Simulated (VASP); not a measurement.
Output of a VASP run:

### OSZICAR
```
       N       E                     dE             d eps       ncg     rms          rms(c)
DAV:   1     0.878559742100E+02    0.87856E+02   -0.81794E+03  3225   0.127E+03
DAV:   2    -0.102972767238E+02   -0.98153E+02   -0.95050E+02  3484   0.336E+02
DAV:   3    -0.115833958600E+02   -0.12861E+01   -0.12776E+01  3652   0.384E+01
DAV:   4    -0.115865989011E+02   -0.32030E-02   -0.32028E-02  3532   0.229E+00
DAV:   5    -0.115866161733E+02   -0.17272E-04   -0.17271E-04  3648   0.163E-01    0.149E+01
DAV:   6    -0.110160356723E+02    0.57058E+00   -0.10134E+00  3442   0.122E+01    0.411E+00
DAV:   7    -0.109395822403E+02    0.76453E-01   -0.20217E-01  3722   0.511E+00    0.917E-01
DAV:   8    -0.109358506445E+02    0.37316E-02   -0.40260E-03  3295   0.907E-01    0.178E-01
DAV:   9    -0.109359199829E+02   -0.69338E-04   -0.86747E-05  3816   0.129E-01    0.776E-02
DAV:  10    -0.109359275713E+02   -0.75884E-05   -0.11117E-05  3367   0.440E-02    0.685E-03
DAV:  11    -0.109359278884E+02   -0.31707E-06   -0.21471E-07  2192   0.519E-03
   1 F= -.99668610E+01 E0= -.99670467E+01  d E =-.996686E+01
       N       E                     dE             d eps       ncg     rms          rms(c)
DAV:   1    -0.117050432541E+02   -0.76912E+00   -0.22423E+01  3343   0.673E+01    0.129E+01
DAV:   2    -0.108975336648E+02    0.80751E+00   -0.15904E+00  3265   0.167E+01    0.189E+00
DAV:   3    -0.108217426294E+02    0.75791E-01   -0.28115E-01  3456   0.676E+00    0.221E+00
DAV:   4    -0.108274991828E+02   -0.57566E-02   -0.44070E-03  3346   0.824E-01    0.336E-01
DAV:   5    -0.108277471771E+02   -0.24799E-03   -0.84192E-04  3566   0.363E-01    0.456E-02
DAV:   6    -0.108277370233E+02    0.10154E-04   -0.12042E-05  3451   0.476E-02    0.816E-03
DAV:   7    -0.108277361007E+02    0.92257E-06   -0.27876E-07  2024   0.700E-03
   2 F= -.99263271E+01 E0= -.99263072E+01  d E =0.405339E-01
       N       E                     dE             d eps       ncg     rms          rms(c)
DAV:   1    -0.114456816541E+02   -0.61794E+00   -0.13527E+01  3325   0.534E+01    0.739E+00
DAV:   2    -0.109539933321E+02    0.49169E+00   -0.10875E+00  3265   0.130E+01    0.163E+00
DAV:   3    -0.109201204854E+02    0.33873E-01   -0.15425E-01  3456   0.490E+00    0.934E-01
DAV:   4    -0.109235558549E+02   -0.34354E-02   -0.18797E-03  3343   0.515E-01    0.224E-01
DAV:   5    -0.109238740939E+02   -0.31824E-03   -0.29060E-04  3541   0.198E-01    0.156E-02
DAV:   6    -0.109238756207E+02   -0.15268E-05   -0.26032E-06  3390   0.202E-02    0.471E-03
DAV:   7    -0.109238765525E+02   -0.93189E-06   -0.63194E-08  1868   0.319E-03
   3 F= -.99712201E+01 E0= -.99713864E+01  d E =-.435910E-02
```

OUTCAR:
```
------------------------ aborting loop because EDIFF is reached ----------------------------------------
  FORCE on cell =-STRESS in cart. coord.  units (eV):
  Direction    XX          YY          ZZ          XY          YZ          ZX
  --------------------------------------------------------------------------------------
  Total        0.9399736      0.9399736      0.9399736     -0.0000000     -0.0000000     -0.0000000
  in kB       98.6686844     98.6686844     98.6686844     -0.0000000     -0.0000000     -0.0000000
  external PRESSURE =      -1.3313156 kB  Pullay stress =     100.0000000 kB
  volume of cell :       15.26
      direct lattice vectors                 reciprocal lattice vectors
    -1.562652103  1.562652103  1.562652103     0.000000000  0.319968852  0.319968852
     1.562652103 -1.562652103  1.562652103     0.319968852  0.000000000  0.319968852
     1.562652103  1.562652103 -1.562652103     0.319968852  0.319968852  0.000000000
 POSITION                                       TOTAL-FORCE (eV/Angst)
 -----------------------------------------------------------------------------------
      0.00000      0.00000      0.00000        -0.000000     -0.000000     -0.000000
 -----------------------------------------------------------------------------------
    total drift:                                0.000000     -0.000000      0.000000
  FREE ENERGIE OF THE ION-ELECTRON SYSTEM (eV)
  ---------------------------------------------------
  free  energy   TOTEN  =       -10.9238765525 eV

  energy  without entropy=      -10.9243752881  energy(sigma->0) =      -10.92404280
  enthalpy is  TOTEN    =        -9.9712201056 eV   P V=        0.9526564470

 reached required accuracy - stopping structural energy minimisation
```
(Selected blocks of OUTCAR.)

POSCAR:
```
Mo
1
   -1.5715738044     1.5715738044     1.5715738044
    1.5715738044    -1.5715738044     1.5715738044
    1.5715738044     1.5715738044    -1.5715738044
Mo
1
Direct
  0.0000000000   0.0000000000   0.0000000000
```

Question: Reconstruct the remaining input files.

Answer: One answer among several that fit: the input of the run itself, PBE GGA, plane waves, VASP's PBE PAW potentials (set 64).

KPOINTS:
```
Automatic mesh
0
Gamma
16 16 16
0 0 0
```

### INCAR
```
ALGO = Normal
EDIFF = 1E-6
EDIFFG = -0.02
ENCUT = 500
GGA = PE
IBRION = 2
ISIF = 3
ISMEAR = 1
LASPH = .TRUE.
LCHARG = .FALSE.
LMAXMIX = 4
LREAL = .FALSE.
LWAVE = .FALSE.
NELM = 100
NSW = 40
PREC = Accurate
PSTRESS = 100
SIGMA = 0.1
SYSTEM = Mo
```

POTCAR, in this order: Mo_sv (PBE.64 set). Program: vasp_std.

The compound is Mo in the bcc structure. This run relaxes it under an external pressure of 10 GPa. Symmetry was kept, so distortions that lower it aren't found.
